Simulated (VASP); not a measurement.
# FCClBr2 in VASP: settings compared

The runs below take FCClBr2 through single point, relaxation of the atoms, atomic charges, electron localisation function, with PBE, PBE+TS, HSE06+TS.

All numbers are computed with VASP 6.6.1; they aren't measurements. Logs are shortened: lines on timing, memory, paths and dates and some standing lists are left out, and cuts for length are marked.

**1. The molecule as given**

The cell holds a molecule in a box, 5 atoms: a = 12.000 Å, b = 12.000 Å, c = 12.000 Å, α = 90.00°, β = 90.00°, γ = 90.00°.

**2. Single point, PBE (atoms moved at random, drawn with an rms of 0.05 Å)**

File INCAR:

```
SYSTEM = CBr2ClF
PREC = Accurate
ENCUT = 520
EDIFF = 1E-6
ISMEAR = 0
SIGMA = 0.01
LREAL = .FALSE.
LASPH = .TRUE.
NELM = 100
ALGO = Fast
ISIF = 2
LWAVE = .FALSE.
LCHARG = .TRUE.
GGA = PE
LELF = .TRUE.
LVHAR = .TRUE.
LVACPOTAV = .TRUE.
```

File KPOINTS:

```
regular mesh
0
G
  1 1 1
  0 0 0
```

File POSCAR:

```
CBr2ClF
1.0
   12.0000000000      0.0000000000      0.0000000000
    0.0000000000     12.0000000000      0.0000000000
    0.0000000000      0.0000000000     12.0000000000
F C Cl Br
1 1 1 2
Direct
    0.5906440000      0.4037760000      0.5260020000
    0.4940080000      0.4540460000      0.5065510000
    0.4122480000      0.4521370000      0.6259350000
    0.4251830000      0.3897320000      0.3808100000
    0.5310940000      0.6129190000      0.4742710000
```

Potentials or basis: VASP PAW PBE potentials, release 64 (F, C, Cl, Br).

Launch:

```console
cat potpaw_PBE.64/F/POTCAR potpaw_PBE.64/C/POTCAR potpaw_PBE.64/Cl/POTCAR potpaw_PBE.64/Br/POTCAR > POTCAR
mpirun -np 1 vasp_gam > vasp.out
```

OUTCAR:

```text
SYSTEM = CBr2ClF
   PREC = Accurate
   ENCUT = 520
   EDIFF = 1E-6
   ISMEAR = 0
   LREAL = .FALSE.
   LASPH = .TRUE.
   NELM = 100
   ISIF = 2
   GGA = PE

 ion  position               nearest neighbor table
   1  0.591  0.404  0.526-   2 1.33
   2  0.494  0.454  0.507-   1 1.33   3 1.74   4 1.89   5 2.00
   3  0.412  0.452  0.626-   2 1.74
   4  0.425  0.390  0.381-   2 1.89
   5  0.531  0.613  0.474-   2 2.00

  LATTYP: Found a simple cubic cell.
 ALAT       =    12.0000000000

  Lattice vectors:

 A1 = (  12.0000000000,   0.0000000000,   0.0000000000)
 A2 = (   0.0000000000,  12.0000000000,   0.0000000000)
 A3 = (   0.0000000000,   0.0000000000,  12.0000000000)

Analysis of symmetry for initial positions (statically):
=====================================================================
 Subroutine PRICEL returns:
 Original cell was already a primitive cell.

 Routine SETGRP: Setting up the symmetry group for a
 simple cubic supercell.

 Subroutine GETGRP returns: Found  1 space group operations
 (whereof  1 operations were pure point group operations)
 out of a pool of 48 trial point group operations.

The static configuration has the point symmetry C_1 .

Analysis of symmetry for dynamics (positions and initial velocities):
=====================================================================
 Subroutine PRICEL returns:
 Original cell was already a primitive cell.

 Routine SETGRP: Setting up the symmetry group for a
 simple cubic supercell.

 Subroutine GETGRP returns: Found  1 space group operations
 (whereof  1 operations were pure point group operations)
 out of a pool of 48 trial point group operations.

The dynamic configuration has the point symmetry C_1 .

 Subroutine INISYM returns: Found  1 space group operations
 (whereof  1 operations are pure point group operations),
 and found     1 'primitive' translations

----------------------------------------------------------------------------------------

                                     Primitive cell

  volume of cell :    1728.0000

  direct lattice vectors                    reciprocal lattice vectors
    12.000000000  0.000000000  0.000000000     0.083333333  0.000000000  0.000000000
     0.000000000 12.000000000  0.000000000     0.000000000  0.083333333  0.000000000
     0.000000000  0.000000000 12.000000000     0.000000000  0.000000000  0.083333333

  length of vectors
    12.000000000 12.000000000 12.000000000     0.083333333  0.083333333  0.083333333

  position of ions in fractional coordinates (direct lattice)
     0.590644000  0.403776000  0.526002000
     0.494008000  0.454046000  0.506551000
     0.412248000  0.452137000  0.625935000
     0.425183000  0.389732000  0.380810000
     0.531094000  0.612919000  0.474271000

  ion indices of the primitive-cell ions
   primitive index   ion index
                 1           1
                 2           2
                 3           3
                 4           4
                 5           5

----------------------------------------------------------------------------------------

 KPOINTS: regular mesh

Automatic generation of k-mesh.
 Grid dimensions read from file:
 generate k-points for:    1    1    1

 Generating k-lattice:

  Cartesian coordinates                     Fractional coordinates (reciprocal lattice)
     0.083333333  0.000000000  0.000000000     1.000000000  0.000000000  0.000000000
     0.000000000  0.083333333  0.000000000     0.000000000  1.000000000  0.000000000
     0.000000000  0.000000000  0.083333333     0.000000000  0.000000000  1.000000000

  Length of vectors
     0.083333333  0.083333333  0.083333333

  Shift w.r.t. Gamma in fractional coordinates (k-lattice)
     0.000000000  0.000000000  0.000000000

 Subroutine IBZKPT returns following result:
 ===========================================

 Found      1 irreducible k-points:

 Following reciprocal coordinates:
            Coordinates               Weight
  0.000000  0.000000  0.000000      1.000000
   k-points           NKPTS =      1   k-points in BZ     NKDIM =      1   number of bands    NBANDS=     20
   number of dos      NEDOS =    301   number of ions     NIONS =      5
   total plane-waves  NPLWV = 729000
   dimension x,y,z NGX =    90 NGY =   90 NGZ =   90
   dimension x,y,z NGXF=   180 NGYF=  180 NGZF=  180
   ions per type =               1   1   1   2
   NGX,Y,Z   is equivalent  to a cutoff of  12.47, 12.47, 12.47 a.u.
   NGXF,Y,Z  is equivalent  to a cutoff of  24.94, 24.94, 24.94 a.u.
 SYSTEM =  CBr2ClF
   PREC   = accura    normal or accurate (medium, high low for compatibility)
   ISTART =      0    job   : 0-new  1-cont  2-samecut
   ICHARG =      2    charge: 1-file 2-atom 10-const
   ISPIN  =      1    spin polarized calculation?
   LNONCOLLINEAR =      F non collinear calculations
   LSORBIT =      F    spin-orbit coupling
   LASPH  =      T    aspherical Exc in radial PAW
   ENCUT  =  520.0 eV  38.22 Ry    6.18 a.u.  22.31 22.31 22.31*2*pi/ulx,y,z
   NELM   =    100;   NELMIN=  2; NELMDL= -5     # of ELM steps
   EDIFF  = 0.1E-05   stopping-criterion for ELM
   LREAL  =      F    real-space projection
   EDIFFG = 0.1E-04   stopping-criterion for IOM
   NSW    =      0    number of steps for IOM
   IBRION =     -1    ionic relax: 0-MD 1-quasi-New 2-CG
   NFREE  =      0    steps in history (QN), initial steepest desc. (CG)
   ISIF   =      2    stress and relaxation
   ISYM   =      2    0-nonsym 1-usesym 2-fastsym
   POTIM  = 0.5000    time-step for ionic-motion
   TEBEG  =    0.0;   TEEND  =   0.0 temperature during run
   PSTRESS=    0.0 pullay stress
   NELECT =      32.0000    total number of electrons
   NUPDOWN=      -1.0000    fix difference up-down
   EMIN   =  10.00;   EMAX   =-10.00  energy-range for DOS
   EFERMI =   0.00;   METHOD = LEGACY
   ISMEAR =     0;   SIGMA  =   0.01  broadening in eV -4-tet -1-fermi 0-gaus
   EFERMI_NEDOS =   21; number of points for ismear=-14 and -15
   IALGO  =     68    algorithm
   IMIX   =      4    mixing-type and parameters
     AMIX     =   0.40;   BMIX     =  1.00
     AMIX_MAG =   1.60;   BMIX_MAG =  1.00
  volume/ion in A,a.u.               =     345.60      2332.22
  Fermi-wavevector in a.u.,A,eV,Ry     =   0.433122  0.818482  2.552380  0.187595
  Thomas-Fermi vector in A             =   1.403327
   LORBIT       =      0    0 simple, 1 ext, 2 COOP (PROOUT), +10 PAW based schemes
   GGA     = PE    functional components
   LHFCALC =     F    Hartree Fock is set to
   AEXX    =    0.0000 exact exchange contribution
   IVDW    =     0    specifies the selected vdW correction
   LEPSILON=     F    determine dielectric tensor
   LRPA    =     F    only Hartree local field effects (RPA)
 non-spin polarized calculation
 RMM-DIIS sequential band-by-band and
 Gauss-broadening in eV      SIGMA  =   0.01
  energy-cutoff  :      520.00
  volume of cell :     1728.00
 maximum number of plane-waves:     23293
 NGX is ok and might be reduce to    90
   NGX = 45   NGY = 45   NGZ = 45

 number of electron      32.0000016 magnetization

 Free energy of the ion-electron system (eV)
  ---------------------------------------------------
  ext. energy  EPLUGINS =         0.00000000
  ---------------------------------------------------
  free energy    TOTEN  =       -17.87084219 eV

  energy without entropy =      -17.87084219  energy(sigma->0) =      -17.87084219

 E-fermi :  -6.4864     XC(G=0):  -1.0041

 val. band max:       -6.6173924787   @ k =   0.0000   0.0000   0.0000
 cond. band min:      -2.5606105009   @ k =   0.0000   0.0000   0.0000
 fundamental gap:      4.0567819778
 Fermi energy:        -6.4863984057

 k-point     1 :       0.0000    0.0000    0.0000
  band No.  band energies     occupation
      1     -32.1627      2.00000
      2     -22.8175      2.00000
      3     -20.8921      2.00000
      4     -20.0765      2.00000
      5     -16.2447      2.00000
      6     -13.3804      2.00000
[... 12 lines left out ...]
     19      -0.5294      0.00000
     20      -0.2766      0.00000

------------------------ aborting loop because EDIFF is reached ----------------------------------------

  FORCE on cell =-STRESS in cart. coord.  units (eV):
  Direction    XX          YY          ZZ          XY          YZ          ZX
  --------------------------------------------------------------------------------------
  -------------------------------------------------------------------------------------
  Total        2.0847984      1.0964308      1.8502887     -0.1559763      0.2171366      0.5262230
  in kB        1.9329958      1.0165953      1.7155617     -0.1446191      0.2013260      0.4879066
  external PRESSURE =       1.5550509 kB  Pullay stress =       0.0000000 kB

 VOLUME and BASIS-vectors are now :
 -----------------------------------------------------------------------------
  energy-cutoff  :      520.00
  volume of cell :     1728.00
      direct lattice vectors                 reciprocal lattice vectors
    12.000000000  0.000000000  0.000000000     0.083333333  0.000000000  0.000000000
     0.000000000 12.000000000  0.000000000     0.000000000  0.083333333  0.000000000
     0.000000000  0.000000000 12.000000000     0.000000000  0.000000000  0.083333333

 POSITION                                       TOTAL-FORCE (eV/Angst)
 -----------------------------------------------------------------------------------
      7.08773      4.84531      6.31202         1.095776     -0.818765      0.287223
      5.92810      5.44855      6.07861        -0.143236      1.538891      0.193114
      4.94698      5.42564      7.51122        -0.407125     -0.276436      0.423975
      5.10220      4.67678      4.56972        -0.572880     -0.564111     -0.793995
      6.37313      7.35503      5.69125         0.027464      0.120421     -0.110317
 -----------------------------------------------------------------------------------
    total drift:                                0.001213     -0.000938     -0.001812

  FREE ENERGIE OF THE ION-ELECTRON SYSTEM (eV)
  ---------------------------------------------------
  free  energy   TOTEN  =       -17.8708421859 eV

  energy  without entropy=      -17.8708421859  energy(sigma->0) =      -17.87084219
```

It took 2 min on 1 thread of Intel Xeon Platinum 8559C (Emerald Rapids), shared host; peak memory 1.4 GiB.

What came out:

| Item | Value |
| --- | --- |
| Free energy | -17.8708 eV |
| Largest force | 1.558 eV/Å |
| Gap between the frontier levels | 4.06 eV |

Forces in eV/Å, atoms in the order of the input:
```
F    1.096 -0.819  0.287
C   -0.143  1.539  0.193
Cl  -0.407 -0.276  0.424
Br  -0.573 -0.564 -0.794
Br   0.027  0.120 -0.110
```

**3. Relaxation of the atoms, PBE (atoms moved at random, drawn with an rms of 0.02 Å)**

File INCAR:

```
SYSTEM = CBr2ClF
  PREC = Accurate
  ENCUT = 520
  EDIFF = 1E-6
  ISMEAR = 0
  SIGMA = 0.01
  LREAL = .FALSE.
  LASPH = .TRUE.
  NELM = 60
  ALGO = Fast
  ISIF = 2
  LWAVE = .FALSE.
  LCHARG = .FALSE.
  GGA = PE
  IBRION = 2
  NSW = 60
  EDIFFG = -0.02
```

File KPOINTS:

```
Automatic mesh
0
G
  1 1 1
  0 0 0
```

File POSCAR:

```
CBr2ClF
1.0
   12.0000000000      0.0000000000      0.0000000000
    0.0000000000     12.0000000000      0.0000000000
    0.0000000000      0.0000000000     12.0000000000
F C Cl Br
1 1 1 2
Direct
    0.5926630000      0.4063030000      0.5260800000
    0.4964730000      0.4587350000      0.5070060000
    0.4117220000      0.4454980000      0.6260380000
    0.4234910000      0.3903100000      0.3805080000
    0.5303060000      0.6106870000      0.4787630000
```

Potentials or basis: VASP PAW PBE potentials, release 64 (F, C, Cl, Br).

Launch:

```console
cat potpaw_PBE.64/F/POTCAR potpaw_PBE.64/C/POTCAR potpaw_PBE.64/Cl/POTCAR potpaw_PBE.64/Br/POTCAR > POTCAR
mpirun -np 1 vasp_gam > vasp.out
```

It took 10 min on 1 thread of Intel Xeon Platinum 8559C (Emerald Rapids), shared host; peak memory 1.4 GiB.

Results (log left out):

| Property | Result |
| --- | --- |
| Free energy | -17.9591 eV |
| Energy gained by relaxing | 11.5 meV/atom |
| Ionic steps | 12 |
| Largest force after relaxing | 0.010 eV/Å |
| Gap between the frontier levels | 3.97 eV |

Forces in eV/Å, atoms in the order of the input:
```
F    0.003 -0.004  0.001
C   -0.001  0.007  0.008
Cl   0.002  0.001 -0.004
Br  -0.003  0.000 -0.005
Br  -0.002 -0.004  0.000
```

The path:
```csv
step,energy change (eV),largest force (eV/Å),pressure (GPa)
1,0.0000,1.2543,0.16
2,-0.0107,1.3987,-0.09
3,-0.0461,0.5254,0.02
4,-0.0553,0.2508,-0.01
5,-0.0562,0.1063,-0.01
6,-0.0569,0.0554,-0.01
7,-0.0571,0.0509,-0.01
8,-0.0573,0.0264,-0.01
9,-0.0573,0.0296,0.00
10,-0.0574,0.0269,-0.01
11,-0.0574,0.0282,-0.01
12,-0.0574,0.0104,-0.01
```

Final structure:
```cif
data_structure
_symmetry_space_group_name_H-M 'P 1'
_symmetry_Int_Tables_number 1
_cell_length_a 12.0000
_cell_length_b 12.0000
_cell_length_c 12.0000
_cell_angle_alpha 90.000
_cell_angle_beta 90.000
_cell_angle_gamma 90.000
_cell_volume 1728.00
loop_
_atom_site_label
_atom_site_type_symbol
_atom_site_fract_x
_atom_site_fract_y
_atom_site_fract_z
_atom_site_occupancy
F1 F 0.59361 0.40365 0.52635 1
C1 C 0.49564 0.45810 0.50815 1
Cl1 Cl 0.41159 0.44548 0.62744 1
Br1 Br 0.42353 0.38957 0.37875 1
Br2 Br 0.53029 0.61473 0.47772 1
```

Levels at points of the mesh, in eV from the valence-band top:
```
           k point  band 12  band 13  band 14  band 15  band 16  band 17  band 18  band 19  band 20
(0.00, 0.00, 0.00)    -1.29    -0.99    -0.51    -0.27     0.00     3.97     5.27     5.96     6.45
```

**4. Atomic charges, PBE+TS**

File INCAR:

```
SYSTEM = CBr2ClF
ALGO = Normal
EDIFF = 1E-6
ENCUT = 520
GGA = PE
ISIF = 2
ISMEAR = 0
IVDW = 2
LASPH = .TRUE.
LCHARG = .TRUE.
LELF = .TRUE.
LORBIT = 10
LREAL = .FALSE.
LVACPOTAV = .TRUE.
LVHAR = .TRUE.
LWAVE = .FALSE.
NELM = 80
PREC = Accurate
SIGMA = 0.01
```

File KPOINTS:

```
k-points
0
G
  1 1 1
  0 0 0
```

File POSCAR:

```
CBr2ClF
1.0
   12.0000000000      0.0000000000      0.0000000000
    0.0000000000     12.0000000000      0.0000000000
    0.0000000000      0.0000000000     12.0000000000
F C Cl Br
1 1 1 2
Direct
    0.5912000000      0.4045958300      0.5264625000
    0.4958083300      0.4580208300      0.5077208300
    0.4109666700      0.4459708300      0.6259625000
    0.4244250000      0.3905625000      0.3797041700
    0.5296833300      0.6129375000      0.4779208300
```

Launch:

```console
cat potpaw_PBE.64/F/POTCAR potpaw_PBE.64/C/POTCAR potpaw_PBE.64/Cl/POTCAR potpaw_PBE.64/Br/POTCAR > POTCAR
mpirun -np 1 vasp_gam > vasp.out
```

Wall time 1.9 min (1 thread of Intel Xeon Platinum 8559C (Emerald Rapids), shared host); peak memory 1.3 GiB.

The run converged. Its results:

```yaml
Free_energy: -17.9383 eV
Largest_force: 1.239 eV/Å
Gap_between_the_frontier_levels: 4.13 eV
Valence_electrons_inside_the_program's_atomic_spheres: F 6.13; C 2.27; Cl 5.12; Br 4.87
Hirshfeld_charges: F -0.06; C +0.10; Cl -0.02; Br -0.01 e
Dispersion_energy_per_atom: -0.002 eV
```

Forces in eV/Å, atoms in the order of the input:
```
F    1.068 -0.596  0.197
C   -0.724  0.344  0.010
Cl  -0.223 -0.027  0.298
Br  -0.228 -0.215 -0.409
Br   0.108  0.494 -0.095
```

Levels at points of the mesh, in eV from the valence-band top:
| k point | band 13 | band 14 | band 15 | band 16 | band 17 | band 18 | band 19 | band 20 |
| --- | --- | --- | --- | --- | --- | --- | --- | --- |
| (0.00, 0.00, 0.00) | -1.05 | -0.53 | -0.29 | 0.00 | 4.13 | 5.40 | 6.00 | 6.41 |

Expect the measured gap to be larger: semilocal functionals such as PBE lack the derivative discontinuity.

**5. Electron localisation function, PBE**

File INCAR:

```
SYSTEM = CBr2ClF
PREC     = Accurate       ! precision mode
ENCUT    = 520            ! plane-wave cutoff, eV
EDIFF    = 1E-6           ! SCF threshold, eV
ISMEAR   = 0              ! smearing method
SIGMA    = 0.01           ! smearing width, eV
LREAL    = .False.        ! projectors in reciprocal space
LASPH    = .True.         ! aspherical terms in the spheres
NELM     = 80             ! most SCF steps
ALGO     = Normal         ! electronic algorithm
ISIF     = 2              ! what is computed and relaxed
LWAVE    = .False.        ! write WAVECAR
LCHARG   = .True.         ! write CHGCAR
GGA      = PE             ! functional
LELF     = .True.         ! ELF
```

File KPOINTS:

```
regular mesh
0
Gamma
  1 1 1
  0 0 0
```

POSCAR is that of step 4.

Launch:

```console
cat potpaw_PBE.64/F/POTCAR potpaw_PBE.64/C/POTCAR potpaw_PBE.64/Cl/POTCAR potpaw_PBE.64/Br/POTCAR > POTCAR
mpirun -np 1 vasp_gam > vasp.out
```

It took 1.9 min on 1 thread of Intel Xeon Platinum 8559C (Emerald Rapids), shared host; peak memory 1.2 GiB.

It converged, with:

```yaml
Free_energy: -17.9282 eV
Largest_force: 1.234 eV/Å
Gap_between_the_frontier_levels: 4.13 eV
```

Forces in eV/Å, atoms in the order of the input:
```
F    1.064 -0.593  0.196
C   -0.724  0.344  0.010
Cl  -0.219 -0.024  0.287
Br  -0.224 -0.208 -0.399
Br   0.103  0.481 -0.094
```

Levels at points of the mesh, in eV from the valence-band top:
| k point | band 12 | band 13 | band 14 | band 15 | band 16 | band 17 | band 18 | band 19 | band 20 |
| --- | --- | --- | --- | --- | --- | --- | --- | --- | --- |
| (0.00, 0.00, 0.00) | -1.32 | -1.05 | -0.53 | -0.29 | 0.00 | 4.13 | 5.40 | 6.00 | 6.41 |

[end of part 1 of 2]
